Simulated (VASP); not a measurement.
Output of a VASP run:

### OSZICAR
```
       N       E                     dE             d eps       ncg     rms          rms(c)
DAV:   1     0.799816841048E+02    0.79982E+02   -0.82894E+03  4317   0.124E+03
DAV:   2    -0.277432604200E+02   -0.10772E+03   -0.10327E+03  4389   0.359E+02
DAV:   3    -0.291100854384E+02   -0.13668E+01   -0.13582E+01  5052   0.462E+01
DAV:   4    -0.291187309328E+02   -0.86455E-02   -0.86432E-02  4880   0.375E+00
DAV:   5    -0.291188991652E+02   -0.16823E-03   -0.16822E-03  5219   0.442E-01    0.128E+01
DAV:   6    -0.238721305179E+02    0.52468E+01   -0.63942E+00  4503   0.383E+01    0.306E+00
DAV:   7    -0.241266819163E+02   -0.25455E+00   -0.51379E-01  4419   0.110E+01    0.226E+00
DAV:   8    -0.241320870307E+02   -0.54051E-02   -0.40025E-02  4659   0.267E+00    0.586E-01
DAV:   9    -0.241360449238E+02   -0.39579E-02   -0.20471E-02  4704   0.169E+00    0.182E-01
DAV:  10    -0.241363008185E+02   -0.25589E-03   -0.32210E-03  4857   0.620E-01    0.133E-01
DAV:  11    -0.241363882360E+02   -0.87417E-04   -0.57902E-04  4911   0.347E-01    0.337E-02
DAV:  12    -0.241364277619E+02   -0.39526E-04   -0.78614E-05  4857   0.922E-02    0.324E-02
DAV:  13    -0.241364012087E+02    0.26553E-04   -0.53609E-05  4713   0.111E-01    0.578E-03
DAV:  14    -0.241364154145E+02   -0.14206E-04   -0.57288E-06  3508   0.218E-02    0.156E-03
DAV:  15    -0.241364135705E+02    0.18439E-05   -0.29681E-07  2535   0.561E-03
   1 F= -.24136414E+02 E0= -.24136370E+02  d E =-.241364E+02
```

### OUTCAR
```
------------------------ aborting loop because EDIFF is reached ----------------------------------------
  FORCE on cell =-STRESS in cart. coord.  units (eV):
  Direction    XX          YY          ZZ          XY          YZ          ZX
  --------------------------------------------------------------------------------------
  Total       -0.0884335     -0.0884335     -0.0884335      0.0000000      0.0000000     -0.0000000
  in kB      -10.2887164    -10.2887164    -10.2887164      0.0000000      0.0000000     -0.0000000
  external PRESSURE =     -10.2887164 kB  Pullay stress =       0.0000000 kB
  volume of cell :       13.77
      direct lattice vectors                 reciprocal lattice vectors
     0.000000000  1.902444824  1.902444824    -0.262819712  0.262819712  0.262819712
     1.902444824  0.000000000  1.902444824     0.262819712 -0.262819712  0.262819712
     1.902444824  1.902444824  0.000000000     0.262819712  0.262819712 -0.262819712
 POSITION                                       TOTAL-FORCE (eV/Angst)
 -----------------------------------------------------------------------------------
      0.00000      0.00000      0.00000         0.000000      0.000000      0.000000
 -----------------------------------------------------------------------------------
    total drift:                               -0.000000     -0.000000      0.000000
  FREE ENERGIE OF THE ION-ELECTRON SYSTEM (eV)
  ---------------------------------------------------
  free  energy   TOTEN  =       -24.1364135705 eV

  energy  without entropy=      -24.1362834525  energy(sigma->0) =      -24.13637020

 reached required accuracy - stopping structural energy minimisation
```
(Selected blocks of OUTCAR.)

### POSCAR
```
Rh
1
    0.0000000000     1.9024448239     1.9024448239
    1.9024448239     0.0000000000     1.9024448239
    1.9024448239     1.9024448239     0.0000000000
Rh
1
Direct
  0.0000000000   0.0000000000   0.0000000000
```

**Question.** Write an INCAR and KPOINTS that could have produced this output.

**Answer.** One answer among several that fit: the input of the run itself, r2SCAN meta-GGA, plane waves, VASP's PBE PAW potentials (set 64).

**INCAR**
```
SYSTEM = Rh
PREC = Normal
ENCUT = 400
EDIFF = 1E-5
NELM = 100
ALGO = Normal
LREAL = .FALSE.
LASPH = .TRUE.
ISMEAR = 1
SIGMA = 0.1
METAGGA = R2SCAN
LMIXTAU = .TRUE.
LMAXMIX = 4
LWAVE = .FALSE.
LCHARG = .FALSE.
NELMIN = 4
IBRION = 2
ISIF = 2
NSW = 20
EDIFFG = -0.03
```

**KPOINTS**
```
Automatic
0
Gamma
 18 18 18
0 0 0
```

POTCAR, in this order: Rh_pv (PBE.64 set). Program: vasp_std.

The compound is Rh in the fcc structure. It was relaxed first.
